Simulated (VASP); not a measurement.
Output of a VASP run:

### OSZICAR
```
       N       E                     dE             d eps       ncg     rms          rms(c)
DAV:   1     0.368638307460E+03    0.36864E+03   -0.16929E+04   744   0.112E+03
DAV:   2     0.145944078565E+02   -0.35404E+03   -0.34631E+03   864   0.346E+02
DAV:   3    -0.207625423328E+02   -0.35357E+02   -0.34578E+02   936   0.128E+02
DAV:   4    -0.219020524094E+02   -0.11395E+01   -0.11301E+01   904   0.248E+01
DAV:   5    -0.219335998825E+02   -0.31547E-01   -0.31498E-01  1024   0.362E+00    0.512E+00
DAV:   6    -0.212182545972E+02    0.71535E+00   -0.17309E+00   880   0.802E+00    0.347E+00
DAV:   7    -0.212172725399E+02    0.98206E-03   -0.41190E-01   844   0.272E+00    0.175E+00
DAV:   8    -0.212182515268E+02   -0.97899E-03   -0.71244E-02  1028   0.126E+00    0.505E-01
DAV:   9    -0.212163823529E+02    0.18692E-02   -0.10404E-02   936   0.558E-01    0.234E-01
DAV:  10    -0.212164942079E+02   -0.11186E-03   -0.17763E-03   840   0.208E-01    0.873E-02
DAV:  11    -0.212165510978E+02   -0.56890E-04   -0.21015E-04   936   0.767E-02    0.275E-02
DAV:  12    -0.212165559150E+02   -0.48173E-05   -0.25806E-05   708   0.297E-02    0.198E-02
DAV:  13    -0.212165582212E+02   -0.23062E-05   -0.57525E-06   704   0.172E-02    0.247E-03
DAV:  14    -0.212165581357E+02    0.85507E-07   -0.75764E-07   508   0.777E-03
   1 F= -.21216558E+02 E0= -.21216558E+02  d E =-.116923E-16
```

OUTCAR:
```
------------------------ aborting loop because EDIFF is reached ----------------------------------------
  FORCE on cell =-STRESS in cart. coord.  units (eV):
  Direction    XX          YY          ZZ          XY          YZ          ZX
  --------------------------------------------------------------------------------------
  Total       -2.7426785     -2.7426796     -2.6582105      0.0000000      0.0000000      0.0000000
  in kB      -26.2526799    -26.2526902    -25.4441594      0.0000000      0.0000000      0.0000000
  external PRESSURE =     -25.9831765 kB  Pullay stress =       0.0000000 kB
  volume of cell :      167.38
      direct lattice vectors                 reciprocal lattice vectors
     2.138535000  1.234684000 10.565460000     0.233804918  0.134987306  0.031549344
    -2.138535000  1.234684000 10.565460000    -0.233804918  0.134987306  0.031549344
     0.000000000 -2.469368000 10.565460000     0.000000000 -0.269974612  0.031549344
 POSITION                                       TOTAL-FORCE (eV/Angst)
 -----------------------------------------------------------------------------------
      0.00000      0.00000     12.69830         0.000000      0.000000     -0.029924
      0.00000      0.00000     18.99808         0.000000     -0.000000      0.029924
      0.00000      0.00000      0.00000         0.000000      0.000000     -0.000000
      0.00000      0.00000     24.78045         0.000000      0.000000     -0.199321
      0.00000      0.00000      6.91593         0.000000     -0.000000      0.199321
 -----------------------------------------------------------------------------------
    total drift:                               -0.000000     -0.000000      0.000000
  FREE ENERGIE OF THE ION-ELECTRON SYSTEM (eV)
  ---------------------------------------------------
  free  energy   TOTEN  =       -21.2165581357 eV

  energy  without entropy=      -21.2165581357  energy(sigma->0) =      -21.21655814
```
(Selected blocks of OUTCAR.)

File POSCAR:
```
Bi2TeSe2
1
    2.1385350000     1.2346840000    10.5654600000
   -2.1385350000     1.2346840000    10.5654600000
    0.0000000000    -2.4693680000    10.5654600000
Bi Te Se
2 1 2
Direct
  0.4006230000   0.4006230000   0.4006230000
  0.5993770000   0.5993770000   0.5993770000
  0.0000000000   0.0000000000   0.0000000000
  0.7818070000   0.7818070000   0.7818070000
  0.2181930000   0.2181930000   0.2181930000
```

Write an INCAR and KPOINTS that could have produced this output.

One answer among several that fit: the input of the run itself, PBEsol GGA, plane waves, VASP's PBE PAW potentials (set 64).

KPOINTS:
```
Automatic mesh
0
Gamma
4 4 4
0 0 0
```

INCAR:
```
SYSTEM = Bi2TeSe2
PREC = Accurate; ENCUT = 300; LREAL = .FALSE.
LASPH = .TRUE.
EDIFF = 1E-6; NELM = 100; ALGO = Normal
LMAXMIX = 4
ISMEAR = 0; SIGMA = 0.01
GGA = PS
ISIF = 2
LWAVE = .FALSE.; LCHARG = .FALSE.
```

POTCAR, in this order: Bi_d Te Se (PBE.64 set). Program: vasp_std.

At this cut-off the stress carries a Pulay error, which pulls relaxed volumes low.

The structure comes from a computed database's Bi2TeSe2 entry (R-3m); how it stands against other phases isn't given here. The cell was not relaxed at this level. The k-mesh is coarse (spacing up to 0.43 per Å, 2π included), so the numbers may not be converged in it.
